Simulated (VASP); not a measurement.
Runs of VASP 6.6.1 on KI (Potassium Iodide). The cell holds a molecule in a box, 2 atoms: a = 9.000 Å, b = 9.000 Å, c = 13.000 Å, α = 90.00°, β = 90.00°, γ = 90.00°. 

| task | level | potentials or basis | cell | grid for exact exchange (PRECFOCK) | screening parameter | gap on the mesh (eV) | largest force (eV/Å) |
| --- | --- | --- | --- | --- | --- | --- | --- |
| single point | TPSS+D4 | VASP PAW PBE potentials, release 64 (K_sv, I) | as given | - | - | (a) | 0.06 |
| single point | PBE | VASP PAW PBE potentials, release 64 (K_sv, I) | atoms moved at random, drawn with an rms of 0.05 Å | - | - | 2.42 | - |
| relaxation of the atoms | vdW-DF2 | VASP PAW PBE potentials, release 64 (K_sv, I) | atoms relaxed | - | - | 2.02 | - |
| relaxation of the atoms | PBE | VASP PAW PBE potentials, release 64 (K_sv, I) | atoms relaxed from: atoms moved at random, drawn with an rms of 0.02 Å | - | - | 2.44 | - |
| atomic charges | PBE+TS | VASP PAW PBE potentials, release 64 (K_sv, I) | as given | - | - | 2.44 | 0.08 |
| single point | PBE | VASP PAW PBE potentials, release 64 (K_sv, I) | as given | - | - | 2.43 | 0.02 |
| single point | r2SCAN+D4 | VASP PAW PBE potentials, release 64 (K_sv, I) | as given | - | - | 3.31 | 0.07 |
| relaxation of the atoms | LDA | VASP PAW LDA potentials, release 64 (K_sv, I) | atoms relaxed | - | - | (b) | - |
| single point | HSE06+D4 | VASP PAW PBE potentials, release 64 (K_sv, I) | as given | Normal | 0.2 1/A | (c) | 0.01 |
| electron localisation function | PBE | VASP PAW PBE potentials, release 64 (K_sv, I) | as given | - | - | 2.44 | 0.02 |

Alike in all rows: no spin polarisation; k mesh 1 × 1 × 1; cutoff (eV) 520; smearing gaussian 0.01 eV.

Task: Estimate the missing entries.

Result: (a) 2.59; (b) 2.74; (c) 3.30.

Caveats: spin-orbit coupling is left out, which moves the levels of the heavy elements; the PAW data sets were made with another functional, which shifts forces and pressure a little (some runs).

A k mesh can miss the band edges, and the runs leave out spin-orbit coupling on I.
